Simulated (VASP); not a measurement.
Method: PBE GGA, VASP's PBE PAW potentials (set 64) (plane waves; VASP).

VASP ran on this input.

**INCAR**
```
SYSTEM = Nb
PREC = Accurate
ENCUT = 500
EDIFF = 1E-6
NELM = 100
ALGO = Normal
LREAL = .FALSE.
LASPH = .TRUE.
ISMEAR = 1
SIGMA = 0.1
GGA = PE
LMAXMIX = 4
LWAVE = .FALSE.
LCHARG = .FALSE.
IBRION = 2
ISIF = 3
NSW = 40
EDIFFG = -0.02
PSTRESS = 50
```

File KPOINTS:
```
Regular mesh
0
Gamma
  16 16 16
0 0 0
```

File POSCAR:
```
Nb
1.0
 -1.6399697588   1.6399697588   1.6399697588
  1.6399697588  -1.6399697588   1.6399697588
  1.6399697588   1.6399697588  -1.6399697588
Nb
1
Direct
  0.0000000000   0.0000000000   0.0000000000
```

POTCAR, in this order: Nb_sv (PBE.64 set). Program: vasp_std.

The resulting files:

OSZICAR:
```
       N       E                     dE             d eps       ncg     rms          rms(c)
DAV:   1     0.113975716193E+03    0.11398E+03   -0.74393E+03  2916   0.127E+03
DAV:   2    -0.525672427990E+01   -0.11923E+03   -0.11641E+03  3064   0.440E+02
DAV:   3    -0.103334693725E+02   -0.50767E+01   -0.48336E+01  4318   0.757E+01
DAV:   4    -0.105992927654E+02   -0.26582E+00   -0.26453E+00  4064   0.163E+01
DAV:   5    -0.106099576371E+02   -0.10665E-01   -0.10655E-01  4340   0.261E+00    0.737E+00
DAV:   6    -0.102464226049E+02    0.36354E+00   -0.72751E-01  4490   0.115E+01    0.262E+00
DAV:   7    -0.102056251364E+02    0.40797E-01   -0.22655E-01  4536   0.635E+00    0.952E-01
DAV:   8    -0.102112397506E+02   -0.56146E-02   -0.12768E-02  3414   0.175E+00    0.441E-02
DAV:   9    -0.102113000357E+02   -0.60285E-04   -0.11176E-03  4992   0.340E-01    0.479E-02
DAV:  10    -0.102113203867E+02   -0.20351E-04   -0.28053E-05  3622   0.836E-02    0.189E-02
DAV:  11    -0.102113131024E+02    0.72843E-05   -0.74508E-06  3176   0.561E-02    0.359E-03
DAV:  12    -0.102113129449E+02    0.15746E-06   -0.23242E-07  1752   0.777E-03
   1 F= -.96607247E+01 E0= -.96605588E+01  d E =-.966072E+01
       N       E                     dE             d eps       ncg     rms          rms(c)
DAV:   1    -0.102267662790E+02   -0.15453E-01   -0.70392E-01  3576   0.134E+01    0.124E+00
DAV:   2    -0.102051827317E+02    0.21584E-01   -0.51964E-02  4284   0.327E+00    0.340E-01
DAV:   3    -0.102028897678E+02    0.22930E-02   -0.17020E-02  4454   0.148E+00    0.204E-01
DAV:   4    -0.102034205072E+02   -0.53074E-03   -0.56771E-04  3854   0.254E-01    0.110E-01
DAV:   5    -0.102038873227E+02   -0.46682E-03   -0.13811E-03  4836   0.262E-01    0.450E-02
DAV:   6    -0.102038844544E+02    0.28683E-05   -0.26789E-05  3376   0.687E-02    0.134E-02
DAV:   7    -0.102038851548E+02   -0.70036E-06   -0.61053E-06  4028   0.271E-02
   2 F= -.96601733E+01 E0= -.96600867E+01  d E =0.551361E-03
       N       E                     dE             d eps       ncg     rms          rms(c)
DAV:   1    -0.102193184771E+02   -0.15434E-01   -0.31167E-01  3566   0.894E+00    0.816E-01
DAV:   2    -0.102097618512E+02    0.95566E-02   -0.23713E-02  4306   0.220E+00    0.225E-01
DAV:   3    -0.102087825615E+02    0.97929E-03   -0.75803E-03  4466   0.977E-01    0.132E-01
DAV:   4    -0.102089951037E+02   -0.21254E-03   -0.23632E-04  3632   0.166E-01    0.742E-02
DAV:   5    -0.102091885366E+02   -0.19343E-03   -0.61912E-04  4832   0.171E-01    0.314E-02
DAV:   6    -0.102091857304E+02    0.28062E-05   -0.85727E-06  3086   0.430E-02    0.115E-02
DAV:   7    -0.102091840567E+02    0.16738E-05   -0.19552E-06  2274   0.217E-02    0.107E-03
DAV:   8    -0.102091839954E+02    0.61247E-07   -0.28041E-07  1554   0.903E-03
   3 F= -.96609085E+01 E0= -.96607665E+01  d E =-.183823E-03
```

File OUTCAR:
```
------------------------ aborting loop because EDIFF is reached ----------------------------------------
  FORCE on cell =-STRESS in cart. coord.  units (eV):
  Direction    XX          YY          ZZ          XY          YZ          ZX
  --------------------------------------------------------------------------------------
  Total        0.5469137      0.5469137      0.5469137      0.0000000      0.0000000     -0.0000000
  in kB       49.8758125     49.8758125     49.8758125      0.0000000      0.0000000     -0.0000000
  external PRESSURE =      -0.1241875 kB  Pullay stress =      50.0000000 kB
  volume of cell :       17.57
      direct lattice vectors                 reciprocal lattice vectors
    -1.637670279  1.637670279  1.637670279     0.000000000  0.305311763  0.305311763
     1.637670279 -1.637670279  1.637670279     0.305311763  0.000000000  0.305311763
     1.637670279  1.637670279 -1.637670279     0.305311763  0.305311763  0.000000000
 POSITION                                       TOTAL-FORCE (eV/Angst)
 -----------------------------------------------------------------------------------
      0.00000      0.00000     -0.00000         0.000000     -0.000000      0.000000
 -----------------------------------------------------------------------------------
    total drift:                               -0.000000      0.000000      0.000000
  FREE ENERGIE OF THE ION-ELECTRON SYSTEM (eV)
  ---------------------------------------------------
  free  energy   TOTEN  =       -10.2091839954 eV

  energy  without entropy=      -10.2087577759  energy(sigma->0) =      -10.20904192
  enthalpy is  TOTEN    =        -9.6609085258 eV   P V=        0.5482754696

 reached required accuracy - stopping structural energy minimisation
```
(Selected blocks of OUTCAR.)

CONTCAR:
```
Nb
   1.00000000000000
    -1.6376702791690760    1.6376702791690760    1.6376702791690760
     1.6376702791690760   -1.6376702791690760    1.6376702791690760
     1.6376702791690760    1.6376702791690760   -1.6376702791690760
  Nb
     1
Direct
     0.0000000000000000    0.0000000000000000    0.0000000000000000
```

The compound is Nb in the bcc structure. This run relaxes it under an external pressure of 5 GPa. Symmetry was kept, so distortions that lower it aren't found.
